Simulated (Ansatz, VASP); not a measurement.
**One calculation of BAu, two programs**

```xyz
2
Lattice="0.0000 2.3524 2.3524 2.3524 0.0000 2.3524 2.3524 2.3524 0.0000" Properties=species:S:1:pos:R:3 pbc="T T T"
B     0.0000    0.0000    0.0000
Au    2.3524    2.3524    2.3524
```

Alike in both runs: functional PBE; k mesh 8 × 8 × 8; occupations gaussian, width 0.1 eV; no spin polarisation.

Ansatz relaxed the structure, and its values are those at the end. VASP's run is a single point on that final structure, the one shown.

|  | VASP | Ansatz |
| --- | --- | --- |
| version | VASP 6.6.1 | Ansatz 0.2.0 |
| potentials or method | VASP PAW PBE potentials, release 64 (B, Au) | scalar-relativistic, plane waves, PAW |
| plane-wave cutoff (eV) | 520 | 420 |
| valence electrons in the cell | 14 | 22 |

```csv
,VASP,Ansatz,Ansatz less VASP
gap on the k mesh at the Fermi level (eV),none,none,-
pressure (GPa),0.1,0.3,+0.21
```

A gap of «none» marks a metal or a gap that the smearing closes. The two sets of potentials don't hold the same shells in valence.

Spin-orbit coupling is left out, which matters for the levels of Au.
